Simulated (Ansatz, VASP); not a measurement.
# BeBrF: VASP beside Ansatz, part 2 of 3

Wanted: the spread between two codes on one cell, functional and k mesh. The cell is generated by rule, not measured, and may not be a known phase. The cell is taken from a series of runs on this material, whose earlier steps may have relaxed, scaled, displaced or heated it; both programs get it as it stands.

VASP 6.6.1 and Ansatz 0.2.0.

So far: The structure; VASP: zone-centre phonons, PBEsol, pair 1.

**2. VASP: zone-centre phonons, PBEsol, pair 1 (continued)**

Level of this step: PBEsol; plane waves and PAW (Be, Br, F); invented cell (VASP).

Parts of OUTCAR (step 2):

```text
ion  position               nearest neighbor table
   1  0.897  0.108  0.779-   6 1.54   5 1.54   4 2.20   4 2.20
   2  0.897  0.892  0.279-   5 1.54   6 1.54   3 2.20   3 2.20
   3  0.397  0.729  0.360-   2 2.20   2 2.20
   4  0.397  0.271  0.860-   1 2.20   1 2.20
   5  0.897  0.954  0.974-   2 1.54   1 1.54
   6  0.897  0.046  0.474-   1 1.54   2 1.54

  LATTYP: Found a simple monoclinic cell.
 ALAT       =     3.4740530320
 B/A-ratio  =     2.2890143903
 C/A-ratio  =     1.3814838312
 COS(beta)  =    -0.0001778104

 Subroutine GETGRP returns: Found  2 space group operations
 (whereof  1 operations were pure point group operations)

The static configuration has the point symmetry C_1 .
 The point group associated with its full space group is C_1h.

 Found     42 irreducible k-points:

   k-points           NKPTS =     42   k-points in BZ     NKDIM =     42   number of bands    NBANDS=     22

   dimension x,y,z NGX =    28 NGY =   64 NGZ =   40
   dimension x,y,z NGXF=    56 NGYF=  128 NGZF=   80

   ENCUT  =  600.0 eV  44.10 Ry    6.64 a.u.   6.94 15.88  9.59*2*pi/ulx,y,z

   NELECT =      32.0000    total number of electrons

 k-points in reciprocal lattice and weights: Automatic mesh
   0.00000000  0.00000000  0.00000000       0.010
   0.16666667  0.00000000  0.00000000       0.021
   0.33333333  0.00000000  0.00000000       0.021
   0.50000000  0.00000000  0.00000000       0.010
   0.00000000  0.25000000  0.00000000       0.021
   0.16666667  0.25000000  0.00000000       0.042
   0.33333333  0.25000000  0.00000000       0.042
   0.50000000  0.25000000  0.00000000       0.021
   0.00000000  0.50000000  0.00000000       0.010
[...]
0.33333333  0.50000000  0.50000000       0.021
   0.50000000  0.50000000  0.50000000       0.010

 average (electrostatic) potential at core
       1 -40.1716       2 -40.1716       3 -65.3555       4 -65.3555       5 -80.9828
       6 -80.9828

 Eigenvectors and eigenvalues of the dynamical matrix
 ----------------------------------------------------

   1 f  =   25.026351 THz   157.245203 2PiTHz  834.789225 cm-1   103.500626 meV
             X         Y         Z           dx          dy          dz
      3.110351  0.859778  3.741018    -0.000065    0.527269    0.062668
      3.113173  7.092380  1.341346     0.000065    0.527269   -0.062668
      1.375753  5.800192  1.730699     0.000005   -0.026145    0.002907
      1.372931  2.151965  4.130372    -0.000005   -0.026145   -0.002907
      3.109234  7.584769  4.679279    -0.000131   -0.309516    0.348666
      3.112055  0.367388  2.279607     0.000131   -0.309516   -0.348666

   2 f  =   23.774548 THz   149.379890 2PiTHz  793.033554 cm-1    98.323585 meV
             X         Y         Z           dx          dy          dz
      3.110351  0.859778  3.741018     0.000782    0.125752   -0.676119
      3.113173  7.092380  1.341346    -0.000782    0.125752    0.676119
      1.375753  5.800192  1.730699     0.000022   -0.002112   -0.013574
      1.372931  2.151965  4.130372    -0.000022   -0.002112    0.013574
      3.109234  7.584769  4.679279     0.000367   -0.082285   -0.141736
      3.112055  0.367388  2.279607    -0.000367   -0.082285    0.141736

   3 f  =   23.133011 THz   145.348992 2PiTHz  771.634175 cm-1    95.670402 meV
             X         Y         Z           dx          dy          dz
      3.110351  0.859778  3.741018    -0.000542   -0.145184    0.518390
      3.113173  7.092380  1.341346    -0.000542    0.145184    0.518390
      1.375753  5.800192  1.730699     0.000018    0.000931    0.005681
      1.372931  2.151965  4.130372     0.000018   -0.000931    0.005681
      3.109234  7.584769  4.679279     0.000229    0.273095   -0.368210
      3.112055  0.367388  2.279607     0.000229   -0.273095   -0.368210

   4 f  =   21.603598 THz   135.739411 2PiTHz  720.618472 cm-1    89.345263 meV
             X         Y         Z           dx          dy          dz
      3.110351  0.859778  3.741018    -0.000191    0.670039    0.176792
      3.113173  7.092380  1.341346    -0.000191   -0.670039    0.176792
      1.375753  5.800192  1.730699     0.000014    0.074193   -0.020441
      1.372931  2.151965  4.130372     0.000014   -0.074193   -0.020441
      3.109234  7.584769  4.679279     0.000133   -0.086691   -0.079719
      3.112055  0.367388  2.279607     0.000133    0.086691   -0.079719

   5 f  =   13.508290 THz    84.875088 2PiTHz  450.588046 cm-1    55.865772 meV
             X         Y         Z           dx          dy          dz
      3.110351  0.859778  3.741018    -0.000043   -0.365022   -0.178094
      3.113173  7.092380  1.341346     0.000043   -0.365022    0.178094
      1.375753  5.800192  1.730699    -0.000004    0.144552   -0.060217
      1.372931  2.151965  4.130372     0.000004    0.144552    0.060217
      3.109234  7.584769  4.679279    -0.000555   -0.044981    0.555425
      3.112055  0.367388  2.279607     0.000555   -0.044981   -0.555425

   6 f  =   12.320578 THz    77.412477 2PiTHz  410.970259 cm-1    50.953795 meV
             X         Y         Z           dx          dy          dz
      3.110351  0.859778  3.741018    -0.675097   -0.000200   -0.000376
      3.113173  7.092380  1.341346    -0.675097    0.000200   -0.000376
      1.375753  5.800192  1.730699     0.160412   -0.000121    0.000130
      1.372931  2.151965  4.130372     0.160412    0.000121    0.000130
      3.109234  7.584769  4.679279     0.136058   -0.000779    0.000060
      3.112055  0.367388  2.279607     0.136058    0.000779    0.000060

   7 f  =   12.239479 THz    76.902913 2PiTHz  408.265063 cm-1    50.618394 meV
             X         Y         Z           dx          dy          dz
      3.110351  0.859778  3.741018     0.685734   -0.000132    0.000725
      3.113173  7.092380  1.341346    -0.685734   -0.000132   -0.000725
      1.375753  5.800192  1.730699     0.172200    0.000030    0.000191
      1.372931  2.151965  4.130372    -0.172200    0.000030   -0.000191
      3.109234  7.584769  4.679279     0.010712    0.000029    0.000225
      3.112055  0.367388  2.279607    -0.010712    0.000029   -0.000225

   8 f  =    8.311686 THz    52.223865 2PiTHz  277.248009 cm-1    34.374357 meV
             X         Y         Z           dx          dy          dz
      3.110351  0.859778  3.741018    -0.001058    0.141586   -0.298850
      3.113173  7.092380  1.341346    -0.001058   -0.141586   -0.298850
      1.375753  5.800192  1.730699     0.002032    0.132724    0.114843
      1.372931  2.151965  4.130372     0.002032   -0.132724    0.114843
      3.109234  7.584769  4.679279    -0.004813    0.599084   -0.030131
      3.112055  0.367388  2.279607    -0.004813   -0.599084   -0.030131

   9 f  =    7.576142 THz    47.602304 2PiTHz  252.712894 cm-1    31.332392 meV
             X         Y         Z           dx          dy          dz
      3.110351  0.859778  3.741018     0.000126    0.171713   -0.081524
      3.113173  7.092380  1.341346    -0.000126    0.171713    0.081524
      1.375753  5.800192  1.730699    -0.000094   -0.327640    0.040155
      1.372931  2.151965  4.130372     0.000094   -0.327640   -0.040155
      3.109234  7.584769  4.679279    -0.004842    0.553162    0.221125
      3.112055  0.367388  2.279607     0.004842    0.553162   -0.221125

  10 f  =    6.341764 THz    39.846480 2PiTHz  211.538488 cm-1    26.227418 meV
             X         Y         Z           dx          dy          dz
      3.110351  0.859778  3.741018     0.049810    0.000931   -0.002595
      3.113173  7.092380  1.341346     0.049810   -0.000931   -0.002595
      1.375753  5.800192  1.730699    -0.322434    0.001342    0.001278
      1.372931  2.151965  4.130372    -0.322434   -0.001342    0.001278
      3.109234  7.584769  4.679279     0.627317    0.004133   -0.000630
      3.112055  0.367388  2.279607     0.627317   -0.004133   -0.000630

  11 f  =    5.039402 THz    31.663497 2PiTHz  168.096359 cm-1    20.841283 meV
             X         Y         Z           dx          dy          dz
      3.110351  0.859778  3.741018     0.010498   -0.000341    0.000361
      3.113173  7.092380  1.341346    -0.010498   -0.000341   -0.000361
      1.375753  5.800192  1.730699     0.002176    0.003776   -0.000663
      1.372931  2.151965  4.130372    -0.002176    0.003776    0.000663
      3.109234  7.584769  4.679279    -0.707006   -0.002906   -0.002104
      3.112055  0.367388  2.279607     0.707006   -0.002906    0.002104

  12 f  =    4.995989 THz    31.390726 2PiTHz  166.648263 cm-1    20.661742 meV
             X         Y         Z           dx          dy          dz
      3.110351  0.859778  3.741018     0.000274    0.063421   -0.207727
      3.113173  7.092380  1.341346     0.000274   -0.063421   -0.207727
      1.375753  5.800192  1.730699     0.000134   -0.495605    0.252459
      1.372931  2.151965  4.130372     0.000134    0.495605    0.252459
      3.109234  7.584769  4.679279    -0.000233   -0.075876   -0.371093
      3.112055  0.367388  2.279607    -0.000233    0.075876   -0.371093

  13 f  =    2.802780 THz    17.610384 2PiTHz   93.490667 cm-1    11.591360 meV
             X         Y         Z           dx          dy          dz
      3.110351  0.859778  3.741018    -0.172213    0.000040   -0.000224
      3.113173  7.092380  1.341346     0.172213    0.000040    0.000224
      1.375753  5.800192  1.730699     0.685814    0.000231    0.001420
      1.372931  2.151965  4.130372    -0.685814    0.000231   -0.001420
      3.109234  7.584769  4.679279    -0.000447    0.000120    0.000050
      3.112055  0.367388  2.279607     0.000447    0.000120   -0.000050
    [... 43 further lines ...]
      3.109234  7.584769  4.679279     0.095090    0.005150    0.289231
      3.112055  0.367388  2.279607     0.095090   -0.005150    0.289231

 MACROSCOPIC STATIC DIELECTRIC TENSOR IONIC CONTRIBUTION
 ------------------------------------------------------
           2.739011     0.000000     0.001198
           0.000000     0.494211     0.000000
           0.001198     0.000000     0.681830
 ------------------------------------------------------

 ELASTIC MODULI CONTR FROM IONIC RELAXATION (kBar)
 Direction    XX          YY          ZZ          XY          YZ          ZX
 --------------------------------------------------------------------------------
 XX        -239.2751   -323.8593    -87.5904      0.0000      0.0000      0.4283
 YY        -323.8593   -729.0800   -349.1050      0.0000      0.0000     -0.0376
 ZZ         -87.5904   -349.1050   -767.0131      0.0000      0.0000      0.1706
 XY           0.0000      0.0000      0.0000   -336.3526      7.6877     -0.0000
 YZ           0.0000      0.0000      0.0000      7.6877   -369.0792      0.0000
 ZX           0.4283     -0.0376      0.1706     -0.0000      0.0000    -28.2144
 --------------------------------------------------------------------------------

 PIEZOELECTRIC TENSOR IONIC CONTR  for field in x, y, z        (C/m^2)
          XX          YY          ZZ          XY          YZ          ZX
  --------------------------------------------------------------------------------
  x     0.00264    -0.00074    -0.00129     0.00000    -0.00000     0.09896
  y    -0.00000     0.00000     0.00000     0.00153     0.03849    -0.00000
  z     0.01493     0.08090    -0.16888     0.00000     0.00000     0.00040
```

(Continued in part 3 of 3.)

[Lines on the potential files, build, host, timing and source positions are cut from VASP's logs without a mark.]

[Logs are printed without paths, hosts, clocks, repeated set-up lines and the standing remarks that a program may print on its own settings, such as how far it seeks lower states.]

[Hosts, paths, dates, database ids (printed as entryN), source tags and the programs' standing remarks are cut or masked in the printed files.]
